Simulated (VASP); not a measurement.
# GaN: GW quasiparticle gap, part 3 of 3

Aim: the quasiparticle gap of GaN, and what it costs to get it. The cell is of the zinc-blende type, one of the forms listed for this formula. The start is a computed cell from the Materials Project.

VASP 6.6.1, plane waves and PAW; the level of theory is named at each step.

So far, quasiparticle gap on the mesh (eV): step 3 (G0W0, ENCUTGW 100, bands in the sums 56) 2.82; step 5 (G0W0, ENCUTGW 140, bands in the sums 88) 2.86; step 7 (G0W0, ENCUTGW 180, bands in the sums 128) 2.88.

### Step 9. G0W0, ENCUTGW 220, bands in the sums 176

This step: G0W0 on PBE; plane waves and PAW (Ga_d_GW, N_GW) (VASP 6.6.1).

ENCUTGW rises to 220 eV and the bands with it, to about the number of plane waves under that cutoff.

INCAR reads:

```
SYSTEM = GaN
PREC = Accurate
ENCUT = 450
ISMEAR = 0
SIGMA = 0.01
LREAL = .FALSE.
GGA = PE
NBANDS = 176
ALGO = EVGW0
NELMGW = 1
ENCUTGW = 220
NOMEGA = 48
PRECFOCK = Fast
NBANDSGW = 24
LWAVE = .FALSE.
LCHARG = .FALSE.
```

POSCAR reads:

```
GaN
1.0
    0.0000000000      2.2535006075      2.2535006075
    2.2535006075      0.0000000000      2.2535006075
    2.2535006075      2.2535006075      0.0000000000
Ga N
1 1
Direct
    0.0000000000      0.0000000000      0.0000000000
    0.7500000000      0.7500000000      0.7500000000
```

KPOINTS reads:

```
Automatic mesh
0
Gamma
6 6 6
0 0 0
```

PAW data sets: Ga_d_GW and N_GW (PBE family, release 64).

Started as:

```
$ mpirun -np 8 vasp_std
```

The log of the run:

```text
[banner, memory and clock lines left out]
running    8 mpi-ranks, on    1 nodes
[...]
[... a notice as in an earlier step ...]

|                                                                             |
|           W    W    AA    RRRRR   N    N  II  N    N   GGGG   !!!           |
|           W    W   A  A   R    R  NN   N  II  NN   N  G    G  !!!           |
|           W    W  A    A  R    R  N N  N  II  N N  N  G       !!!           |
|           W WW W  AAAAAA  RRRRR   N  N N  II  N  N N  G  GGG   !            |
|           WW  WW  A    A  R   R   N   NN  II  N   NN  G    G                |
|           W    W  A    A  R    R  N    N  II  N    N   GGGG   !!!           |
|                                                                             |
|     The default for ENCUTGWSOFT is different in this version of VASP.       |
|     please manually set ENCUTGWSOFT =220 in the INCAR file.                 |
|                                                                             |

[...]
total number of BLAS operations       3992.00 Gflops
NQ=  12   -0.3333    0.3333    0.0000,
|.........|.........|.........|.........|.........|.........|.........|.........
 performed      19342000 updates of chi_q(r,r)
 total number of BLAS operations       4421.59 Gflops
NQ=  13    0.5000    0.5000    0.0000,
|.........|.........|.........|.........|.........|.........|.........|.........
 performed      20379000 updates of chi_q(r,r)
 total number of BLAS operations       4672.98 Gflops
NQ=  14    0.5000    0.3333    0.1667,
|.........|.........|.........|.........|.........|.........|.........|.........
 performed      22717000 updates of chi_q(r,r)
 total number of BLAS operations       5220.11 Gflops
NQ=  15   -0.3333    0.3333    0.1667,
|.........|.........|.........|.........|.........|.........|.........|.........
 performed      24920000 updates of chi_q(r,r)
 total number of BLAS operations       5741.67 Gflops
NQ=  16   -0.3333    0.5000    0.1667,
|.........|.........|.........|.........|.........|.........|.........|.........
 performed      26743000 updates of chi_q(r,r)
 total number of BLAS operations       6173.26 Gflops
 resolving degeneracies of screened two electron integrals

 calculate QP shifts <psi_nk| G(iteration)W_0 |psi_nk>: iteration 1
 entering main loop
[key lines of the parts left out:]
E-fermi :   5.9591
```

Run time: 82 s. Hardware: 8 MPI ranks of Intel Xeon 6975P-C (Granite Rapids), shared host; peak memory 1.9 GiB; 11 min of CPU time.

Parts of OUTCAR (step 9):

```text
 QP shifts <psi_nk| G(iteration)W_0 |psi_nk>: iteration 1
 for sc-GW calculations column KS-energies equals QP-energies in previous step
 and V_xc(KS)=  KS-energies - (<T + V_ion + V_H > + <T+V_H+V_ion>^1  + <V_x>^1)
 k-point   1 :       0.0000    0.0000    0.0000
  band No.  KS-energies  QP-energies   sigma(KS)   V_xc(KS)     V^pw_x(r,r')   Z            occupation Imag(sigma)
    ...
      6      -8.0769     -10.8916     -25.6532     -21.8074     -35.1863       0.7319       2.0000       0.1481
      7       5.0978       4.3753     -18.6800     -17.7320     -21.3412       0.7621       2.0000       0.0399
      8       5.0978       4.3753     -18.6800     -17.7320     -21.3412       0.7621       2.0000       0.0399
      9       5.0978       4.3753     -18.6800     -17.7320     -21.3412       0.7621       2.0000       0.0399
     10       6.8203       7.2656     -12.7996     -13.3584      -9.0917       0.7968       0.0000      -0.0852
     11      15.3897      15.9824     -10.6813     -11.4287      -5.3700       0.7929       0.0000      -0.1332
     12      15.3897      15.9824     -10.6813     -11.4287      -5.3700       0.7929       0.0000      -0.1332
     13      15.3897      15.9824     -10.6813     -11.4287      -5.3700       0.7929       0.0000      -0.1332
    ...

[... 1 part as in an earlier step ...]

[... 2 further parts left out ...]
[key lines of the parts left out:]
E-fermi :   5.9591
```

The gap is now 2.890 eV, +7 meV against the GW run before. Spin-orbit coupling is left out.

### Step 10. Summary

This step: GW series: G0W0 on PBE; plane waves and PAW (VASP 6.6.1).

No new run; the numbers come from the runs before.

Numbers from this step:

* gap extrapolated to a complete basis: 2.924 eV
* direct gap extrapolated to a complete basis: 2.924 eV

Cost is wall time times ranks on a shared host, with the step that makes the empty bands. GW runs:

| level | bands | ENCUTGW (eV) | NOMEGA | k mesh | starting gap (eV) | quasiparticle gap (eV) | direct gap (eV) | cost (core minutes) |
| --- | --- | --- | --- | --- | --- | --- | --- | --- |
| G0W0 | 56 | 100 | 48 | 6x6x6 | 1.722 | 2.818 | 2.818 | 5.31 |
| G0W0 | 88 | 140 | 48 | 6x6x6 | 1.722 | 2.86 | 2.86 | 6.48 |
| G0W0 | 128 | 180 | 48 | 6x6x6 | 1.722 | 2.883 | 2.883 | 9.04 |
| G0W0 | 176 | 220 | 48 | 6x6x6 | 1.722 | 2.89 | 2.89 | 11.25 |

### Step 11. What came out

- G0W0 on PBE, 176 bands, ENCUTGW 220 eV, NOMEGA 48, mesh 6×6×6: 1.722 → 2.890 eV
- G0W0 on PBE, 56 bands, ENCUTGW 100 eV, NOMEGA 48, mesh 6×6×6: 1.722 → 2.818 eV
- gap at a complete basis (linear in ENCUTGW^-3/2): 2.92 eV

G0W0 gives a quasiparticle gap of 2.890 eV on the mesh, 1.17 eV over the PBE gap on the same mesh. The steps of the series move the gap by +42, +23, +7 meV; the last costs 1.2 times the one before. The last step lies within a tolerance of 30 meV, picked for this account, and the last two together move the gap by +30 meV. Extrapolated from the last three points to a complete basis, the gap is 2.92 eV, +34 meV from the dearest run. The extrapolation removes the error of the response basis alone, at this mesh, ENCUT and data set. In Ga_d_GW the d shell is in the valence without all the semicore s and p states of the same shell; those stay frozen in the core, and how far that moves the GW gap wasn't tested here. Spin-orbit coupling is left out; with Ga in the cell it can split or shift band edges, by an amount that depends on which atoms form them and isn't tested here. Not tabulated here, as repeats of values shown or as unfit to read for their mesh, reference level or band range: eps2 curves (empty bands); eps1 curves and static values (empty bands); gaps (empty bands).

[Lines on the potential files, build, host, timing and source positions are cut from VASP's logs without a mark.]

[Logs are printed without paths, hosts, clocks, repeated set-up lines and the standing remarks that a program may print on its own settings, such as how far it seeks lower states.]

[Hosts, paths, dates, database ids (printed as entryN), source tags and the programs' standing remarks are cut or masked in the printed files.]

[Pressures printed for these runs are not shown converged in the cutoff: they can be off by several GPa and have the wrong sign.]
